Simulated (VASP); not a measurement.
## BaTiO3: transverse stress against strain

BaTiO3 (cubic perovskite, Pm-3m, 12.881 Å³/atom and stress up to 0.12 GPa in the relaxed cell, cube axes along x, y and z) under a strain ε along a cube axis (axis z), the other axes held. r2SCAN in VASP (plane waves, PAW), 600 eV, 8×8×8 Γ-centred mesh, Gaussian smearing 0.05 eV; ions are relaxed, or left where forces stay under 0.02 eV/Å, within the symmetry of each cell. Stress is positive for a compressed cell.

Here s stands for strain and y for stress xx.

```
strain (%)  stress xx (GPa)
----------  ---------------
-1.50                  1.65
-1.00                  1.04
-0.50                  0.45
0.00                  -0.12
0.50                  -0.68
1.00                  -1.22
1.50                  -1.75
3.00                      ?
```

The 7 complete rows are fitted with a straight line, y against s. Means: s 0, y -0.090. About the means, the sum of products is -7.9250 and the sum of squares of s is 7.0000; the slope is their ratio. Least squares gives y = -0.090 - 1.1321·s. Residuals (row less fit): 0.042, -0.002, -0.026, -0.030, -0.024, 0.002, 0.038; standard error 0.033 (degrees of freedom: 5). The slope gives the elastic constant C12 = 113 ± 1 GPa (± standard error of the fit, which holds the terms cut off).

**Question.** What does the fit predict for y at s = 3.00, and how far is the calculated value from it?

**Answer.** y = -0.090 - 1.1321 × 3.0 = -3.486 GPa. The calculation gives -3.26 GPa, 0.226 GPa above the prediction (4.6 % of the range of y in the table). The row lies outside the fitted rows, so this is an extrapolation. From the scatter of the fitted rows alone, a prediction at this place has a standard error of 0.051 GPa, so the miss is 4.4 times that.

A polynomial of degree 2 through the 12 other runs of the series gives -3.24 there, so most of the miss is curvature that the fit leaves out. The primitive cell can neither tilt nor turn polar against its symmetry, as such crystals can under strain. BaTiO3 is here the ideal cubic form; the compound distorts at low or room temperature. Rows are the converged runs of the series near zero and its far end, less any whose ions stayed unrelaxed beside relaxed ones; series whose fitted rows scatter by over a few per cent of the range, as at a crossing or softening among them, aren't shown in this form. Most that stay on the fit to the last digits aren't either.
